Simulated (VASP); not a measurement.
Level of theory: RPBE GGA, VASP's PBE PAW potentials (set 64) (plane waves; VASP 6.6.1).

Input for VASP

### POSCAR
```
Ba
1
   -2.5100000000     2.5100000000     2.5100000000
    2.5100000000    -2.5100000000     2.5100000000
    2.5100000000     2.5100000000    -2.5100000000
Ba
1
Direct
  0.0000000000   0.0000000000   0.0000000000
```

### INCAR
```
ALGO=Normal
EDIFF=1E-6
EDIFFG=-0.01
ENCUT=520
GGA=RP
IBRION=2
ISIF=3
ISMEAR=1
LASPH=.TRUE.
LCHARG=.FALSE.
LMAXMIX=4
LREAL=.FALSE.
LWAVE=.FALSE.
NELM=100
NSW=60
PREC=Accurate
SIGMA=0.1
SYSTEM=Ba
```

KPOINTS:
```
Automatic mesh
0
gamma
  9 9 9
0 0 0
```

POTCAR, in this order: Ba_sv (PBE.64 set). Program: vasp_std.

Problem. What will the output report for the number of irreducible k-points (NKPTS), largest plane-wave count, number of space-group operations, FFT grid (NGX, NGY, NGZ)?

Solution. 
```
Quantity                                      Result
--------------------------------------  ------------
number of irreducible k-points (NKPTS)            35
largest plane-wave count                        1722
number of space-group operations                  48
FFT grid (NGX, NGY, NGZ)                32 × 32 × 32
```

The compound is Ba in the bcc structure. This run relaxes it. Symmetry was kept, so distortions that lower it aren't found.
